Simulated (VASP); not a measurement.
**BePd: single point with LDA**

The system is BePd.

```
Be Pd
1.0
     2.88610    0.00000    0.00000
     0.00000    2.88610    0.00000
     0.00000    0.00000    2.88610
Be Pd
1 1
Cartesian
  0.0000 0.0000 0.0000
  1.4430 1.4430 1.4430
```

```yaml
Program: VASP 6.6.1
Task: single point
Functional: LDA
Potentials_or_basis: VASP PAW LDA potentials, release 64 (Be, Pd)
Cutoff: 520 eV
k_mesh: 8 × 8 × 8
Occupations: fermi-dirac, width 0.2 eV
Spin: no spin polarisation
Dipole_correction: no
Further_INCAR_settings: ALGO = Normal; EDIFF = 1e-07; NBANDS = 13
```

```json
{
  "Pressure": "-18.2 GPa",
  "Band gap on the k mesh": "none (metal or under the smearing width)"
}
```

Levels at points of the mesh, in eV from the Fermi level:
```
           k point  band 2  band 3  band 4  band 5  band 6  band 7  band 8  band 9  band 10  band 11
(0.00, 0.00, 0.00)   -4.96   -4.96   -2.07   -2.07   -2.07    5.28    5.28    5.28    13.93    13.93
(0.50, 0.00, 0.00)   -4.54   -4.25   -3.44   -3.44   -1.94    0.01    9.68    9.68    11.53    14.18
(0.50, 0.50, 0.00)   -4.35   -2.96   -2.96   -1.49   -1.49   -1.15    5.07    5.63     8.50    15.26
(0.50, 0.50, 0.50)   -5.69   -5.69   -1.08   -1.08    4.56    5.50    5.50    5.50     6.42     6.42
```

It took 7.5 s on 1 thread of AMD EPYC 7R13 Processor (Zen 3) (shared host), peak memory 0.1 GiB.

Caveat: so large a pressure means that the cell lies far from this level's equilibrium, or that cutoff or potentials fall short.
